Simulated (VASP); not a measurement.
NiMoIrPdW: relaxation of cell and atoms with RPBE

NiMoIrPdW:

```
Ni Mo Pd Ir W
1.0
     4.14670    0.00000    0.00000
    -2.07335    3.59115    0.00000
     0.00000    0.00000    5.41629
Ni Mo Pd Ir W
1 1 1 1 1
Direct
  0.00000 0.00000 0.02221
  0.66667 0.33333 0.45996
  0.33333 0.66667 0.74601
  0.33333 0.66667 0.25641
  0.66667 0.33333 0.99985
```

The cell was built by a generator and needn't be a form met in nature.

```json
{"Program": "VASP 6.6.1", "Task": "relaxation of cell and atoms", "Functional": "RPBE", "Potentials or basis": "VASP PAW PBE potentials, release 64 (Ni, Mo_sv, Pd, Ir, W_sv)", "Cutoff": "600 eV", "k mesh": "7 × 7 × 5", "Occupations": "fermi-dirac, width 0.05 eV", "Spin": "collinear spin, ferromagnetic start", "Starting moments": "[1.0, 1.0, 0.0, 0.6, 0.0] μB", "Further INCAR settings": "ALGO = Normal; EDIFF = 1e-06; IBRION = 2; EDIFFG = -0.02; NSW = 60; ISIF = 3"}
```

| Quantity | Value |
| --- | --- |
| Relaxed volume | 16.43 Å³/atom |
| Relaxed cell | a = 4.173 Å, b = 4.173 Å, c = 5.448 Å, α = 90.00°, β = 90.00°, γ = 120.00° |
| Space group after relaxing (to 0.05 Å) | P3m1 (No. 156) |
| Energy gained by relaxing | 3.6 meV/atom |
| Ionic steps | 17 |
| Pressure after relaxing | -0.1 GPa |
| Largest force after relaxing | 0.015 eV/Å |
| Band gap on the k mesh | none (metal or under the smearing width) |
| Net moment | 0.00 μB per cell |
| Valence electrons inside the program's atomic spheres | Ni 9.40; Mo 12.34; Pd 9.54; Ir 8.39; W 12.03 |

Forces in eV/Å, atoms in the order of the input:
```
Ni   0.000  0.000  0.003
Mo   0.000  0.000 -0.015
Pd   0.000  0.000 -0.007
Ir   0.000  0.000  0.004
W    0.000  0.000  0.015
```

Stress tensor (GPa, compression positive):
```
-0.01  0.00  0.00
 0.00 -0.01  0.00
 0.00  0.00 -0.17
```

Step by step:
| step | energy change (eV) | largest force (eV/Å) | pressure (GPa) | volume (Å³) |
| --- | --- | --- | --- | --- |
| 1 | 0.0000 | 0.2231 | 3.80 | 80.66 |
| 2 | 0.0664 | 0.5698 | -7.69 | 85.20 |
| 3 | -0.0167 | 0.0519 | 0.04 | 82.03 |
| 4 | -0.0167 | 0.0535 | -0.07 | 82.06 |
| 5 | -0.0170 | 0.0483 | -0.14 | 82.11 |
| 6 | -0.0170 | 0.0484 | -0.13 | 82.11 |
| 7 | -0.0172 | 0.0395 | 0.15 | 81.99 |
| 8 | -0.0172 | 0.0403 | 0.14 | 81.99 |
| 9 | -0.0173 | 0.0308 | 0.06 | 82.04 |
| 10 | -0.0174 | 0.0335 | -0.03 | 82.08 |
| 11 | -0.0175 | 0.0360 | -0.08 | 82.10 |
| 12 | -0.0175 | 0.0393 | -0.14 | 82.14 |
| 13 | -0.0176 | 0.0326 | 0.08 | 82.04 |
| 14 | -0.0176 | 0.0339 | 0.11 | 82.04 |
| 15 | -0.0178 | 0.0222 | 0.14 | 82.04 |
| 16 | -0.0179 | 0.0161 | 0.16 | 82.05 |
| 17 | -0.0180 | 0.0146 | -0.06 | 82.15 |

Final structure:
```cif
data_structure
_symmetry_space_group_name_H-M 'P 1'
_symmetry_Int_Tables_number 1
_cell_length_a 4.1726
_cell_length_b 4.1726
_cell_length_c 5.4483
_cell_angle_alpha 90.000
_cell_angle_beta 90.000
_cell_angle_gamma 120.000
_cell_volume 82.15
loop_
_atom_site_label
_atom_site_type_symbol
_atom_site_fract_x
_atom_site_fract_y
_atom_site_fract_z
_atom_site_occupancy
Ni1 Ni 0.00000 0.00000 0.02831 1
Mo1 Mo 0.66667 0.33333 0.45758 1
Pd1 Pd 0.33333 0.66667 0.74508 1
Ir1 Ir 0.33333 0.66667 0.25549 1
W1 W 0.66667 0.33333 0.99798 1
```

Levels at points of the mesh, in eV from the Fermi level:
Spin up:
```
           k point  band 26  band 27  band 28  band 29  band 30  band 31
(0.00, 0.00, 0.00)    -1.36    -1.36    -0.75     0.76     0.76     1.96
```
Spin down:
| k point | band 25 | band 26 | band 27 | band 28 | band 29 | band 30 | band 31 | band 32 |
| --- | --- | --- | --- | --- | --- | --- | --- | --- |
| (0.00, 0.00, 0.00) | -1.57 | -1.36 | -1.36 | -0.75 | 0.76 | 0.76 | 1.96 | 1.96 |

Wall time 21 min on 4 MPI ranks on Intel(R) Xeon(R) Platinum 8488C (Sapphire Rapids), with other jobs on the host, peak memory 0.65 GiB a rank.

Caveat: the PAW data sets were made with another functional, which shifts forces and pressure a little. Spin-orbit coupling is left out, which matters for the levels of Ir, W.
